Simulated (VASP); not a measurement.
An input for Quantum ESPRESSO's pw.x (written as the equivalent of a VASP run, and not itself run):

```
&CONTROL
  calculation = 'scf'
  pseudo_dir = './pseudo'
  outdir = './out'
  tprnfor = .true.
  tstress = .true.
/
&SYSTEM
  ibrav = 0
  nat = 8
  ntyp = 4
  ecutwfc = 92
  occupations = 'smearing'
  smearing = 'gaussian'
  degauss = 0.003675
  input_dft = 'pbe'
/
&ELECTRONS
  conv_thr = 7.3e-08
  electron_maxstep = 100
/
ATOMIC_SPECIES
  Cu 63.546 Cu.upf
  Zn 65.380 Zn.upf
  Ge 72.630 Ge.upf
  S 32.060 S.upf
CELL_PARAMETERS angstrom
    -2.6764004    2.6764005    5.3299247
     2.6764004   -2.6764005    5.3299247
     2.6764005    2.6764004   -5.3299247
ATOMIC_POSITIONS crystal
  Cu   1.0000000  1.0000000  0.0000000
  Cu   0.7500000  0.2500000  0.5000000
  Zn   0.2500000  0.7500000  0.5000000
  Ge   0.5000000  0.5000000  0.0000000
  S    0.6287213  0.6198394  0.4944222
  S    0.1254172  0.1342991  0.5055778
  S    0.3801606  0.8745828  0.0088819
  S    0.8657009  0.3712787  0.9911181
K_POINTS automatic
  4 4 4 0 0 0
```

Q: Write the VASP files for the same calculation (PBE).

A: Several could match; the one computed here: 
**POSCAR**
```
ZnCu2GeS4
1
   -2.6764003863     2.6764004694     5.3299246824
    2.6764003863    -2.6764004694     5.3299246824
    2.6764004694     2.6764003863    -5.3299246824
Cu Zn Ge S
2 1 1 4
Direct
  1.0000000000   1.0000000000   0.0000000000
  0.7500000000   0.2500000000   0.5000000000
  0.2500000000   0.7500000000   0.5000000000
  0.5000000000   0.5000000000   0.0000000000
  0.6287213036   0.6198394112   0.4944222314
  0.1254171798   0.1342990722   0.5055777686
  0.3801605888   0.8745828202   0.0088818923
  0.8657009278   0.3712786964   0.9911181077
```

INCAR:
```
# general
SYSTEM  = ZnCu2GeS4
PREC    = Accurate
ENCUT   = 400
LREAL   = .FALSE.
LASPH   = .TRUE.

# electronic loop
EDIFF   = 1E-6
NELM    = 100
ALGO    = Normal
LMAXMIX = 4

# smearing
ISMEAR  = 0
SIGMA   = 0.05

# functional
GGA     = PE

# output
LWAVE   = .TRUE.
LCHARG  = .FALSE.
```

File KPOINTS:
```
Automatic mesh
0
Gamma
4 4 4
0 0 0
```

POTCAR, in this order: Cu Zn Ge_d S (PBE.64 set). Program: vasp_std.

The two are equivalent in intent, not identical: the potentials are each code's own (VASP's PAW set, PseudoDojo norm-conserving files in pw.x), so ENCUT and ecutwfc are chosen apart and not converted; conv_thr bounds pw.x's estimated SCF error, while EDIFF bounds the energy change between steps.

The structure was generated: ZnCu2GeS4 was put into the kesterite type (I-4), which need not be its known phase. It was relaxed first.
